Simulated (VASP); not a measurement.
Consider the following.

```
CELL_PARAMETERS angstrom
      1.73000    -2.99645     0.00000
      1.73000     2.99645     0.00000
      0.00000     0.00000     5.52000
ATOMIC_POSITIONS crystal
  Tl 0.33333 0.66667 0.25000
  Tl 0.66667 0.33333 0.75000
```

Calculation: r2SCAN meta-GGA, VASP's PBE PAW potentials (set 64) (plane waves; VASP 6.6.1). Numerical set-up: 520 eV cut-off, 11×11×6 Γ-centred mesh, first-order Methfessel-Paxton smearing of 0.10 eV, potentials Tl_d.

Energy and stress use the plane-wave basis of the starting cell.

### Question
The ions, cell shape and volume are relaxed. Which structure does the run end with?

### Answer

```
CELL_PARAMETERS angstrom
      1.77041    -3.06643     0.00000
      1.77041     3.06643     0.00000
      0.00000     0.00000     5.55799
ATOMIC_POSITIONS crystal
  Tl 0.33333 0.66667 0.25000
  Tl 0.66667 0.33333 0.75000
```
Space group P6_3/mmc (194), at a tolerance of 0.03 Å.

### Question
How do energy and volume change from the first to the last step?

### Answer
The energy (σ→0) changes by -8.2 meV/atom and the volume by +5.4 %, in 7 ionic steps.

The compound is Tl in the hcp structure. This run relaxes it. Symmetry was kept, so distortions that lower it aren't found.
